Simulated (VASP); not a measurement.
Consider the following.

```yaml
crystal:
  lattice:
    - [1.57532, -2.72853, 0.00000]
    - [1.57532, 2.72853, 0.00000]
    - [0.00000, 0.00000, 3.50450]
  atoms:
    - { symbol: Zr, position: [0.00000, 0.00000, 0.00000] }
    - { symbol: B, position: [0.33333, 0.66667, 0.50000] }
    - { symbol: B, position: [0.66667, 0.33333, 0.50000] }
```

Calculation: PBE GGA with D4 dispersion, VASP's PBE PAW potentials (set 64) (plane waves; VASP 6.6.1). Numerical set-up: 520 eV cut-off, 12×12×10 Γ-centred mesh, tetrahedra with Blöchl corrections, potentials Zr_sv B.

The cores are frozen, which limits the accuracy of field gradients.

### Question
Give the principal components of the electric field gradient (V/Å²) and the asymmetry η at each nucleus.

### Answer

```json
[
 {"atom": "Zr1", "Vxx": "-21.3", "Vyy": "-21.3", "Vzz": "42.6", "η": "0.00"},
 {"atom": "B2", "Vxx": "-0.9", "Vyy": "-0.9", "Vzz": "1.7", "η": "0.00"},
 {"atom": "B3", "Vxx": "-0.9", "Vyy": "-0.9", "Vzz": "1.7", "η": "0.00"}
]
```

The compound is ZrB2 in the AlB2 type structure. It was relaxed first.
